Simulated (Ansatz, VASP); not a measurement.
# SnH2: VASP beside Ansatz

One calculation is typed for both programs; each brings its own data sets. How far apart do they land? The cell is generated by rule, not measured, and may not be a known phase. The cell is taken from a series of runs on this material, whose earlier steps may have relaxed, scaled, displaced or heated it; both programs get it as it stands.

Method: plane waves, with VASP 6.6.1 beside it; single point at PBEsol, in Ansatz 0.2.0.

The structure was built from a prototype and need not be the compound's stable phase.

### Step 1. The starting structure

Symmetry: C2, No. 5, monoclinic system. Conventional cell: a = 6.229 Å, b = 3.597 Å, c = 3.141 Å, α = 90.00°, β = 90.00°, γ = 90.00°. Nearest to Sn lie 6 H at 2.15 to 2.22 Å. Nearest to H lie 3 Sn at 2.15 to 2.22 Å. Farther neighbours are not listed.

### Step 2. VASP: single point, PBEsol, pair 1

With cell and atoms fixed, the geometry can't cause a difference; cores, projectors, grids and the points listed under the comparison can.

Lines of VASP's logs that name or quote its potential files are left out, and so is its time.

INCAR

```
SYSTEM = SnH2
PREC = Accurate
ENCUT = 500
EDIFF = 1E-06
NELM = 120
ISMEAR = 1
SIGMA = 0.2
LREAL = .FALSE.
ALGO = Normal
GGA = PS
NBANDS = 14
LORBIT = 11
LWAVE = .FALSE.
LCHARG = .FALSE.
ISIF = 2
LASPH = .TRUE.
GGA_COMPAT = .FALSE.
KPAR = 2
```

POSCAR

```
SnH2
1.0
    3.5965558943      0.0000000000      0.0000000000
   -1.7982779471      3.1147087706      0.0000000000
    0.0000000000      0.0000000000      3.1406510309
Sn H
1 2
Direct
    0.0001888758      0.0001888758      0.0000000000
    0.3222115821      0.6555449154      0.2190136770
    0.6555449154      0.3222115821      0.7809863230
```

KPOINTS

```
Automatic mesh
0
Gamma
15 15 16
0 0 0
```

The projector-augmented-wave data sets are Sn_d and H (PBE family, release 64).

Started as:

```
$ mpirun -np 2 vasp_std
```

Numbers of over 12 decimals in the logs are rounded to 6 here.

The log of the run:

```text
[banner, memory and clock lines left out]
running    2 mpi-ranks, on    1 nodes
 distrk:  each k-point on    1 cores,    2 groups
 distr:  one band on    1 cores,    1 groups

 POSCAR found type information on POSCAR SnH
 POSCAR found :  2 types and       3 ions
|                                                                             |
|               ----> ADVICE to this user running VASP <----                  |
|                                                                             |
|     You enforced a specific xc type in the INCAR file but a different       |
|     [... a line on the potential file left out ...]
|     I HOPE YOU KNOW WHAT YOU ARE DOING!                                     |
|                                                                             |

 LDA part: xc-table for (Slater+PW92), standard interpolation
 POSCAR, INCAR and KPOINTS ok, starting setup
 FFT: planning ... GRIDC
 FFT: planning ... GRID_SOFT
 FFT: planning ... GRID
 WAVECAR not read
 entering main loop
       N       E                     dE             d eps       ncg     rms          rms(c)
DAV:   1     0.878515050944E+02    0.87852E+02   -0.77557E+03 27784   0.154E+03
DAV:   2    -0.308499932302E+01   -0.90937E+02   -0.86929E+02 29060   0.347E+02
DAV:   3    -0.974683232670E+01   -0.66618E+01   -0.66216E+01 33760   0.785E+01
DAV:   4    -0.989370217239E+01   -0.14687E+00   -0.14684E+00 31966   0.125E+01
DAV:   5    -0.989899753149E+01   -0.52954E-02   -0.52953E-02 38038   0.228E+00    0.336E+00
DAV:   6    -0.962654843374E+01    0.27245E+00   -0.16351E-01 38422   0.565E+00    0.164E+00
DAV:   7    -0.957170854216E+01    0.54840E-01   -0.12653E-01 38340   0.322E+00    0.313E-01
DAV:   8    -0.957211161182E+01   -0.40307E-03   -0.19688E-02 33704   0.176E+00    0.109E-01
DAV:   9    -0.957215537819E+01   -0.43766E-04   -0.48039E-04 41520   0.309E-01    0.491E-02
DAV:  10    -0.957217579391E+01   -0.20416E-04   -0.73336E-05 34520   0.102E-01    0.186E-02
DAV:  11    -0.957217817069E+01   -0.23768E-05   -0.47582E-06 34534   0.254E-02    0.465E-03
DAV:  12    -0.957217737348E+01    0.79722E-06   -0.64750E-07 21358   0.770E-03
   1 F= -.95721774E+01 E0= -.95720651E+01  d E =-.336958E-03
```

From OUTCAR (step 2):

```text
ion  position               nearest neighbor table
   1  0.000  0.000  0.000-   2 2.15   3 2.15   2 2.19   3 2.19   3 2.22   2 2.22
   2  0.322  0.656  0.219-   1 2.15   1 2.19   1 2.22
   3  0.656  0.322  0.781-   1 2.15   1 2.19   1 2.22

  LATTYP: Found a hexagonal cell.
 ALAT       =     3.5965558943
 C/A-ratio  =     0.8732384879

 Subroutine GETGRP returns: Found  2 space group operations
 (whereof  2 operations were pure point group operations)

The static configuration has the point symmetry C_2 .

 Found    968 irreducible k-points:

   k-points           NKPTS =    968   k-points in BZ     NKDIM =    968   number of bands    NBANDS=     14

   dimension x,y,z NGX =    28 NGY =   28 NGZ =   24
   dimension x,y,z NGXF=    56 NGYF=   56 NGZF=   48

   ENCUT  =  500.0 eV  36.75 Ry    6.06 a.u.   6.56  6.56  5.73*2*pi/ulx,y,z

   NELECT =      16.0000    total number of electrons

 k-points in reciprocal lattice and weights: Automatic mesh
   0.00000000  0.00000000  0.00000000       0.000
   0.06666667  0.00000000  0.00000000       0.001
  -0.06666667  0.06666667  0.00000000       0.001
   0.13333333  0.00000000  0.00000000       0.001
  -0.13333333  0.13333333  0.00000000       0.001
   0.20000000  0.00000000  0.00000000       0.001
  -0.20000000  0.20000000  0.00000000       0.001
   0.26666667  0.00000000  0.00000000       0.001
  -0.26666667  0.26666667  0.00000000       0.001
[...]
0.40000000  0.33333333  0.50000000       0.001
   0.33333333  0.33333333  0.50000000       0.001

 average (electrostatic) potential at core
       1-100.6897       2 -29.8819       3 -29.8819

 E-fermi :   6.0119

 k-point     1 :       0.0000    0.0000    0.0000
  band No.  band energies     occupation
    ...
      3     -15.3039      2.00000
      4     -15.1959      2.00000
      5     -15.1957      2.00000
      6      -5.5625      2.00000
      7       5.2741      2.00000
      8       9.5019     -0.00000
      9       9.9248     -0.00000
     10       9.9682     -0.00000
     11      12.3804      0.00000
     12      13.8995      0.00000
    ...

 k-point     2 :       0.0667    0.0000    0.0000
  band No.  band energies     occupation
    ...
      3     -15.3002      2.00000
      4     -15.1973      2.00000
      5     -15.1962      2.00000
      6      -5.4924      2.00000
      7       5.2269      2.00000
      8       8.2316     -0.00000
      9       9.7058     -0.00000
     10      10.9948      0.00000
     11      12.2251      0.00000
     12      13.9554      0.00000
    ...

 k-point     3 :      -0.0667    0.0667    0.0000
  band No.  band energies     occupation
    ...
      3     -15.3004      2.00000
      4     -15.1974      2.00000
      5     -15.1960      2.00000
      6      -5.4924      2.00000
      7       5.2264      2.00000
      8       8.2329     -0.00000
      9       9.7014     -0.00000
     10      11.0006      0.00000
     11      12.2251      0.00000
     12      13.9554      0.00000
    ...

  Total       -0.0258887     -0.0208208     -0.0357563      0.0043890      0.0005035     -0.0008722
  in kB       -1.1789541     -0.9481640     -1.6283163      0.1998701      0.0229309     -0.0397181
  external PRESSURE =      -1.2518115 kB  Pullay stress =       0.0000000 kB

  energy-cutoff  :      500.00
  volume of cell :       35.18
      direct lattice vectors                 reciprocal lattice vectors
     3.596555894  0.000000000  0.000000000     0.278043781  0.160528652  0.000000000
    -1.798277947  3.114708771  0.000000000     0.000000000  0.321057304  0.000000000
     0.000000000  0.000000000  3.140651031     0.000000000  0.000000000  0.318405321

 POSITION                                       TOTAL-FORCE (eV/Angst)
 -----------------------------------------------------------------------------------
      0.00034      0.00059      0.00000         0.011166      0.019340      0.000000
     -0.02000      2.04183      0.68785        -0.007581     -0.008517      0.001499
      1.77828      1.00360      2.45281        -0.003585     -0.010824     -0.001499
 -----------------------------------------------------------------------------------
    total drift:                                0.000032      0.000055     -0.000000

  FREE ENERGIE OF THE ION-ELECTRON SYSTEM (eV)
  ---------------------------------------------------
  free  energy   TOTEN  =        -9.5721773735 eV

  energy  without entropy=       -9.5718404158  energy(sigma->0) =       -9.57206505

 total charge
# of ion       s       p       d       tot
------------------------------------------
    1        1.273   0.871  10.030  12.174
    2        0.477   0.009   0.000   0.487
    3        0.477   0.009   0.000   0.487
--------------------------------------------------
tot          2.228   0.889  10.030  13.147

[... 3 further parts left out ...]
```

The run ends at a pressure of -0.13 GPa, with forces up to 0.022 eV/Å.

### Step 3. Ansatz: single point, PBEsol, pair 1

Ansatz runs on its default PAW (the set named soft_2) files.

The same cell, functional, mesh and smearing now go to Ansatz, which takes its cutoff from its data sets.

input.yaml

```yaml
crystal:
  lattice:
    - [3.5965558943, 0.0, 0.0]
    - [-1.7982779471, 3.1147087706, 0.0]
    - [0.0, 0.0, 3.1406510309]
  atoms:
    - { symbol: Sn, position: [0.0001888758, 0.0001888758, 0.0] }
    - { symbol: H, position: [0.3222115821, 0.6555449154, 0.219013677] }
    - { symbol: H, position: [0.6555449154, 0.3222115821, 0.780986323] }
kpoints:
  mp_grid: { grid: [15, 15, 16] }
hamiltonian:
  xc: pbesol
scf:
  occupations: { method: methfessel_paxton, width: 0.2 }
output:
  forces: true
  stress: true
  eigenvalues: true
```

Started as:

```
$ ansatz run input.yaml --threads 4 --pin off --max-ram 7168MiB --backend cpu --events-out ev --progress --plain --runs-dir out
```

The log of the run:

```text
Engine: ansatz 0.2.0, aarch64-unknown-linux-gnu
Pseudopotentials: kind: paw
Pseudopotential: Sn, paw, valence charge 14, recommended cutoff 420 eV (normal), Sn.paw.azcp
Pseudopotential: H, paw, valence charge 1, recommended cutoff 420 eV (normal), H.paw.azcp
Functional definition: PBEsol
  exchange = pbesol_x
  correlation = pbesol_c
Crystal: 3 atoms, lattice volume = 35.182 Å³
Basis set: ecut = 420 eV, 659 PW (Γ), exchange–correlation on 50×50×48 points (8 copies of the dense FFT grid, shifted against one another)
Bands: 12, of which v1, the nominal top of the filled ones, is band 8 counted from 1 (7 counted from 0)
Symmetry: 2 space group operations
Space group: C2 (ITA 5), of the structure as read, at distance tolerance 3.3e-5 Å
k-points: 968 of 3600 (time reversal used)
Non-local potential: Sn, projectors of the file, l = 0: 2, l = 1: 2, l = 2: 2, l = 3: 2
Non-local potential: H, projectors of the file, l = 0: 2, l = 1: 1
PAW form: soft (Blöchl's): semilocal exchange-correlation on the pseudo side does not see the compensation charge
PAW frozen core: Sn, regenerated for the run's functional, and the local potential with it (the file was generated under x = pbe(κ = 0.804, μ = 0.219515), c = pbe(β = 0.066725))
PAW one-centre angular grid: Sn, 590 points (default); XC on 64 Gauss nodes
PAW one-centre angular grid: H, 110 points (default); XC on 64 Gauss nodes
Initial density: superposition of atomic densities (neutral atoms: chi_scale 0, normalization atom), corrected by the library's trained network
Initial wavefunctions: pseudopotential atomic-orbital guess
Functional: x = pbesol(κ = 0.804, μ = 0.123457), c = pbesol(β = 0.046)
SCF iter   1: F=—  HF=-5979.806249 eV  |F-HF|=—  |Δ(HF+E_count)|=         —  Δρ=7.46e-3  dr2=1.64e-2  ethr=1.77e-3  ⟨swp⟩=4.9  Hψ=61306  notcnv=0
preconditioner: auto → none  [metal: Δε(μ)=0.035 eV  Ē_g=20.447 eV  σ=0.200 eV  W_gap=0.15  n_scr=8 (ndim 8)  ℏωp=25.0 eV  f_vac=0.000  D(μ)=0.42/eV (n_scr^D=0)  sad-step TF]
SCF iter   2: F=—  HF=-5979.800982 eV  |F-HF|=—  |Δ(HF+E_count)|=   5.27e-3  S|Δr|=    0.00e0  Δρ=3.88e-3  dr2=5.05e-3  ethr=1.03e-4  ⟨swp⟩=1.2  Hψ=19772  notcnv=0
SCF iter   3: F=—  HF=-5979.799099 eV  |F-HF|=—  |Δ(HF+E_count)|=   1.88e-3  S|Δr|=    0.00e0  Δρ=4.82e-4  dr2=3.77e-5  ethr=3.16e-5  ⟨swp⟩=2.8  Hψ=18331  notcnv=0
SCF iter   4: F=—  HF=-5979.799099 eV  |F-HF|=—  |Δ(HF+E_count)|=   2.66e-7  S|Δr|=    0.00e0  Δρ=2.70e-4  dr2=2.48e-5  ethr=2.35e-7  ⟨swp⟩=2.0  Hψ=19341  notcnv=0
SCF iter   5: F=—  HF=-5979.799084 eV  |F-HF|=—  |Δ(HF+E_count)|=   1.53e-5  S|Δr|=    0.00e0  Δρ=3.44e-5  dr2=3.51e-7  ethr=1.55e-7  ⟨swp⟩=2.0  Hψ=19088  notcnv=0
SCF iter   6: F=-5979.799084 eV  HF=-5979.799084 eV  |F-HF|=3.29e-8  |Δ(HF+E_count)|=   2.66e-8  S|Δr|=    0.00e0  Δρ=1.10e-5  dr2=2.77e-8  ethr=6.25e-10  ⟨swp⟩=6.5  Hψ=57374  notcnv=0
SCF 1 converged in 6 iterations: F = -5979.799084 eV  dr2 = 2.77e-8
  greatest PAW one-centre occupation: 0.992 electrons in one spin orbital (limit 2), on the Sn atom at site 0 (counted from 0), in its partial waves of l = 2
SCF converged after 6 iterations
Stability not checked: this state was not tested for a lower state beside it, because cold or Methfessel-Paxton smearing, or corrected tetrahedra, fill the levels in a way that the test cannot read (fill_not_monotonic; see scf.lower_state_search)
Free energy (F): -5979.799084 eV
Harris-Foulkes:  -5979.799084 eV  (|F-HF|=3.29e-8)
Internal energy: -5979.798745 eV  (E = F + TS)
E sigma→0 (E₀):  -5979.798999 eV
Entropy (-TS):   -0.000339 eV (-0.113 meV/atom)
Fermi energy:    8.290187 eV
--- Per-component energies (eV) ---
  E_band       = -109.304163
  E_kinetic    = 212.338455
  E_local      = -957.744362  (includes V_loc(G=0)·N_el)
  E_nonlocal   = -28.047121
  E_hartree    = 568.983508
  E_xc         = -396.833984
  E_vxc        = -119.736138  (∫ρ·V_xc dr)
  E_paw        = -4064.968865  (= ΣΔE_a)
  E_vpaw       = -354.072718  (= ΣTr[D̂ρ^β])
  E_aug_tail   = -0.002145  (compensation charges beyond the density's cutoff)
  E_ewald      = -1313.809071
  E_core_change = 0.284840  (= ΣΔE_core)
  E_smearing   = -0.000339  (= −TS)
  E_closure    = 0.000000  (closes the sum)
  Σ components = -5979.799084   (vs F -5979.799084, Δ=0.00e0)
--- Forces (eV/Å), atoms counted from 1 ---
  atom   1  Sn     0.01112824     0.01927468     0.00000000
  atom   2  H     -0.00749171    -0.00852351     0.00082984
  atom   3  H     -0.00363572    -0.01074977    -0.00082984
  max |Σ_I F_I| component: 1.39e-6 eV/Å
--- Stress (GPa, compression-positive) ---
        0.051042       0.019428      -0.003740
        0.019428       0.073476       0.002159
       -0.003740       0.002159      -0.007054
  P = ⅓ Tr σ = 0.0392 GPa (0.392 kbar)
--- Band table (eV; the first three rows and the last of 968) ---
  k-point 0: bands = [... 4 lower, -12.9439, -3.2838, 7.5526, 11.7794, 12.2048, 12.2481, 14.6594, 16.1722]
  k-point 1: bands = [... 4 lower, -12.9473, -3.2279, 7.4190, 11.7972, 12.2665, 12.3051, 13.8584, 16.5534]
  k-point 2: bands = [... 4 lower, -12.9568, -3.0609, 7.0017, 11.8179, 12.4484, 12.4701, 12.9727, 16.7004]
  k-point 967: bands = [... 4 lower, -12.9547, 0.1129, 1.5023, 7.6897, 9.6153, 14.1255, 17.1493, 18.5467]
```

The run ends at a pressure of 0.04 GPa, with forces up to 0.022 eV/Å.

### Step 4. Comparison

Known differences besides the potentials themselves: the cutoff is 420 eV in Ansatz and 500 eV in VASP; Ansatz makes its cores anew for this functional, VASP keeps those of its PBE data sets. Total energies have different zeros and are not compared.

Both answers:

```tsv
quantity	Ansatz	VASP	difference
pressure (GPa)	0.04	-0.13	+0.16
```

### Step 5. VASP: single point, PBEsol, pair 2

A single point gives forces, pressure and levels at one fixed geometry, so differences don't come from the geometry; what else differs is listed under the comparison.

INCAR is that of step 2.

POSCAR

```
SnH2
1.0
    3.5965558943      0.0000000000      0.0000000000
   -1.7982779471      3.1147087706      0.0000000000
    0.0000000000      0.0000000000      3.1406510309
Sn H
1 2
Direct
    0.0015110067      0.0015110067      0.0000000000
    0.2443593234      0.5776926567      0.2190136770
    0.5776926567      0.2443593234      0.7809863230
```

KPOINTS is that of step 2.

Started as:

```
$ mpirun -np 2 vasp_std
```

The log of the run:

```text
[banner, memory and clock lines left out]
running    2 mpi-ranks, on    1 nodes
[...]
[... a notice as in an earlier step ...]

 LDA part: xc-table for (Slater+PW92), standard interpolation
 POSCAR, INCAR and KPOINTS ok, starting setup
[...]
entering main loop
       N       E                     dE             d eps       ncg     rms          rms(c)
DAV:   1     0.882855156970E+02    0.88286E+02   -0.77624E+03 27812   0.154E+03
DAV:   2    -0.303967684824E+01   -0.91325E+02   -0.87335E+02 28934   0.348E+02
DAV:   3    -0.975116838639E+01   -0.67115E+01   -0.66750E+01 33916   0.790E+01
DAV:   4    -0.989961552198E+01   -0.14845E+00   -0.14842E+00 31834   0.127E+01
[...]
DAV:  10    -0.956417762098E+01   -0.19996E-04   -0.10497E-04 35414   0.140E-01    0.197E-02
DAV:  11    -0.956418052955E+01   -0.29086E-05   -0.54335E-06 33660   0.283E-02    0.763E-03
DAV:  12    -0.956418043450E+01    0.95059E-07   -0.92072E-07 23754   0.833E-03
   1 F= -.95641804E+01 E0= -.95642276E+01  d E =0.141604E-03
```

OUTCAR, selected parts (step 5):

```text
  Total        0.7287043      0.9872354      0.0547176      0.2238945      0.0657108     -0.1138146
  in kB       33.1847060     44.9580406      2.4918015     10.1960068      2.9924255     -5.1830418
  external PRESSURE =      26.8781827 kB  Pullay stress =       0.0000000 kB

 POSITION                                       TOTAL-FORCE (eV/Angst)
 -----------------------------------------------------------------------------------
      0.00272      0.00471      0.00000        -0.124695     -0.215978      0.000000
     -0.16000      1.79934      0.68785        -0.097848      0.200478      0.082681
      1.63828      0.76111      2.45281         0.222543      0.015500     -0.082681
 -----------------------------------------------------------------------------------
    total drift:                                0.000131      0.000228     -0.000000

  FREE ENERGIE OF THE ION-ELECTRON SYSTEM (eV)
  ---------------------------------------------------
  free  energy   TOTEN  =        -9.5641804345 eV

  energy  without entropy=       -9.5643220381  energy(sigma->0) =       -9.56422764

[... 2 parts as in an earlier step ...]

[... 1 further part left out ...]
[key lines of the parts left out:]
E-fermi :   6.0874
```

The run ends at a pressure of 2.69 GPa, with forces up to 0.25 eV/Å.

### Step 6. Ansatz: single point, PBEsol, pair 2

The same cell, functional, mesh and smearing now go to Ansatz, which takes its cutoff from its data sets.

The cell is taken from a series of runs on this material, whose earlier steps may have relaxed, scaled, displaced or heated it; both programs get it as it stands.

input.yaml, the sections that differ from step 3:

```yaml
crystal:
  lattice:
    - [3.5965558943, 0.0, 0.0]
    - [-1.7982779471, 3.1147087706, 0.0]
    - [0.0, 0.0, 3.1406510309]
  atoms:
    - { symbol: Sn, position: [0.0015110067, 0.0015110067, 0.0] }
    - { symbol: H, position: [0.2443593234, 0.5776926567, 0.219013677] }
    - { symbol: H, position: [0.5776926567, 0.2443593234, 0.780986323] }
output:
  forces: true
  stress: true
  eigenvalues: true
  write_density: true
  write_potential: true
  elf: true
  volumetric_format: npy
# kpoints, hamiltonian, scf: as in step 3
```

Started as:

```
$ ansatz run input.yaml --threads 4 --pin off --max-ram 7168MiB --backend cpu --events-out ev --progress --plain --runs-dir out
```

The log of the run:

```text
[...]
Crystal: 3 atoms, lattice volume = 35.182 Å³
Basis set: ecut = 420 eV, 659 PW (Γ), exchange–correlation on 50×50×48 points (8 copies of the dense FFT grid, shifted against one another)
Bands: 12, of which v1, the nominal top of the filled ones, is band 8 counted from 1 (7 counted from 0)
Symmetry: 2 space group operations
[...]
k-points: 968 of 3600 (time reversal used)
[...]
--- Band table (eV; the first three rows and the last of 968) ---
  k-point 0: bands = [... 4 lower, -12.9103, -3.3676, 7.3927, 11.0699, 12.1534, 13.1262, 14.6875, 16.1778]
  k-point 1: bands = [... 4 lower, -12.9137, -3.3118, 7.2622, 11.1090, 12.2037, 13.1402, 13.9178, 16.6735]
  k-point 2: bands = [... 4 lower, -12.9233, -3.1450, 6.8547, 11.2168, 12.3069, 12.8681, 13.4507, 16.8205]
  k-point 967: bands = [... 4 lower, -12.9215, -0.0136, 1.4041, 7.1547, 10.5552, 14.0055, 16.9938, 18.7983]
[key lines of the parts left out:]
SCF converged after 6 iterations
Free energy (F): -5979.791109 eV
Fermi energy:    8.361232 eV
P = ⅓ Tr σ = 2.8389 GPa (28.389 kbar)
```

The run ends at a pressure of 2.84 GPa, with forces up to 0.25 eV/Å.

[end of part 1 of 2]

[Lines on the potential files, build, host, timing and source positions are cut from VASP's logs without a mark.]

[Logs are printed without paths, hosts, clocks, repeated set-up lines and the standing remarks that a program may print on its own settings, such as how far it seeks lower states.]

[Hosts, paths, dates, database ids (printed as entryN), source tags and the programs' standing remarks are cut or masked in the printed files.]
